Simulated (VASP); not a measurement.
Given:

```xyz
2
Lattice="0.0000 3.1950 3.1950 3.1950 0.0000 3.1950 3.1950 3.1950 0.0000" Properties=species:S:1:pos:R:3 pbc="T T T"
Ba     0.0000     0.0000     0.0000
S      3.1950     3.1950     3.1950
```

Method: PBE GGA, VASP's PBE PAW potentials (set 64) (plane waves; VASP). Run with 300 eV cut-off, 7×7×7 Γ-centred mesh, Fermi-Dirac smearing of 0.010 eV, potentials Ba_sv S.

Unless said otherwise, spin-orbit coupling is left out, though it shifts the bands of the heavy elements here.

Question: Give the energies of bands 6 to 11 at the high-symmetry points, in eV from the valence-band maximum.

Answer: 
| band | Γ | X | U | L | W |
|---|---|---|---|---|---|
| 6 | 0.00 | -0.53 | -0.95 | -1.94 | -1.12 |
| 7 | 0.00 | -0.14 | -0.61 | -1.08 | -0.49 |
| 8 | 0.00 | -0.14 | -0.54 | -1.08 | -0.49 |
| 9 | 3.59 | 2.11 | 3.29 | 5.54 | 4.29 |
| 10 | 3.87 | 5.94 | 5.96 | 5.69 | 4.29 |
| 11 | 3.87 | 6.02 | 6.59 | 6.30 | 6.29 |

The gap is indirect, 2.11 eV, from the valence maximum at Γ to the conduction minimum at X.

The structure is a typed BaS crystal (Fm-3m). The cell was not relaxed at this level.
